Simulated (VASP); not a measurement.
A convergence study with VASP on Mo (space group Im-3m): one setting is varied, all else stays as given below, so the limit is that of these other settings.

```
CELL_PARAMETERS angstrom
     -1.56713     1.56713     1.56713
      1.56713    -1.56713     1.56713
      1.56713     1.56713    -1.56713
ATOMIC_POSITIONS crystal
  Mo 0.00000 0.00000 0.00000
```

Computed with LDA (Ceperley-Alder, Perdew-Zunger), VASP's LDA PAW potentials (set 64) (plane waves; VASP). The tightest run used: 720 eV cut-off, 15×15×15 Γ-centred mesh, Fermi-Dirac smearing of 0.10 eV, potentials Mo_sv.

Problem. The settings run are ENCUT = 105; ENCUT = 120; ENCUT = 135; ENCUT = 150; ENCUT = 165; ENCUT = 180; ENCUT = 210; ENCUT = 240; ENCUT = 270; ENCUT = 330; ENCUT = 360; ENCUT = 405; ENCUT = 450; ENCUT = 525; ENCUT = 600; ENCUT = 720. From which on does the stress (every component) stay within 0.5 GPa of the tightest run?

Solution. From ENCUT = 450 on: it is off by 0.18 there and by no more than 0.5 in any finer run, while ENCUT = 405 is off by 0.67.
```json
[
 {"setting": "ENCUT = 105", "E (eV/atom)": "21.4521", "pressure (GPa)": "-2084.32", "plane waves": "43", "difference judged (GPa)": "2079.62"},
 {"setting": "ENCUT = 120", "E (eV/atom)": "2.8173", "pressure (GPa)": "-1342.75", "plane waves": "51", "difference judged (GPa)": "1338.05"},
 {"setting": "ENCUT = 135", "E (eV/atom)": "-5.6383", "pressure (GPa)": "-831.04", "plane waves": "60", "difference judged (GPa)": "826.34"},
 {"setting": "ENCUT = 150", "E (eV/atom)": "-8.9022", "pressure (GPa)": "-500.71", "plane waves": "71", "difference judged (GPa)": "496.01"},
 {"setting": "ENCUT = 165", "E (eV/atom)": "-10.6192", "pressure (GPa)": "-292.39", "plane waves": "80", "difference judged (GPa)": "287.69"},
 {"setting": "ENCUT = 180", "E (eV/atom)": "-11.4852", "pressure (GPa)": "-165.30", "plane waves": "92", "difference judged (GPa)": "160.60"},
 {"setting": "ENCUT = 210", "E (eV/atom)": "-12.0084", "pressure (GPa)": "-48.55", "plane waves": "116", "difference judged (GPa)": "43.85"},
 {"setting": "ENCUT = 240", "E (eV/atom)": "-12.1099", "pressure (GPa)": "-13.15", "plane waves": "140", "difference judged (GPa)": "8.45"},
 {"setting": "ENCUT = 270", "E (eV/atom)": "-12.1272", "pressure (GPa)": "-5.72", "plane waves": "164", "difference judged (GPa)": "1.02"},
 {"setting": "ENCUT = 330", "E (eV/atom)": "-12.1235", "pressure (GPa)": "-5.98", "plane waves": "236", "difference judged (GPa)": "1.28"},
 {"setting": "ENCUT = 360", "E (eV/atom)": "-12.1215", "pressure (GPa)": "-6.00", "plane waves": "246", "difference judged (GPa)": "1.30"},
 {"setting": "ENCUT = 405", "E (eV/atom)": "-12.1222", "pressure (GPa)": "-5.37", "plane waves": "321", "difference judged (GPa)": "0.67"},
 {"setting": "ENCUT = 450", "E (eV/atom)": "-12.1225", "pressure (GPa)": "-4.88", "plane waves": "350", "difference judged (GPa)": "0.18"},
 {"setting": "ENCUT = 525", "E (eV/atom)": "-12.1227", "pressure (GPa)": "-4.76", "plane waves": "432", "difference judged (GPa)": "0.06"},
 {"setting": "ENCUT = 600", "E (eV/atom)": "-12.1226", "pressure (GPa)": "-4.78", "plane waves": "533", "difference judged (GPa)": "0.08"},
 {"setting": "ENCUT = 720", "E (eV/atom)": "-12.1226", "pressure (GPa)": "-4.70", "plane waves": "688", "difference judged (GPa)": "0.00"}
]
```

Left out are rungs that failed or repeat a setting and relaxations that didn't move; long series are thinned to 24 rows.

The structure is a typed Mo crystal (space group no. 229). The cell was not relaxed at this level.
